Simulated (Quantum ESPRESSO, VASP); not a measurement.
## Equation of state of Zn3P under PBE

Space group Pm-3m (No. 221). a = 3.976 Å, b = 3.976 Å, c = 3.976 Å, α = 90.00°, β = 90.00°, γ = 90.00°
```csv
atom,site,symmetry,x,y,z
Zn,3c,4/mm.m,0.5000,0.5000,0.0000
P,1a,m-3m,0.0000,0.0000,0.0000
```

The cell comes from a database or a generator and needn't be the stable form of this composition.

The cell was scaled at fixed shape and fractions and run with VASP, PBE PAW files P, Zn, 520 eV; PBE, k mesh 7 × 7 × 7 on the cell of 4 atoms, fermi-dirac occupations of 0.05 eV, no spin polarisation, no spin-orbit coupling. Energies are those that the program minimises, any entropy of the smearing included. For a metal such a mesh isn't converged to the digits shown.

```tsv
V (Å³/atom)	energy over the lowest row (meV/atom)
14.7655	11.109
15.0797	3.816
15.3939	0.250
15.7080	0.000
16.0222	2.698
16.3363	?
16.6505	15.607
```

Fit the third-order Birch-Murnaghan form, give V0, B0 and B′, and predict the energy left open.

With y = (V0/V)^(2/3), E = E0 + (9 V0 B0/16) [(y - 1)³ B′ + (y - 1)² (6 - 4y)]. Least squares through the rows shown give V0 = 15.5745 Å³/atom, E0 = -0.271 meV, B0 = 78.10 GPa (1 eV/Å³ = 160.218 GPa) and B′ = 4.93, with a largest miss of 0.003 meV. At V = 16.3363 the form with these constants gives 7.993 meV; the run gave 7.999 meV an atom. Other set-ups at this level, from all their volumes (Å³/atom, GPa): Quantum ESPRESSO, SSSP 1.3 efficiency PBE: V0 15.562, B0 78.08.
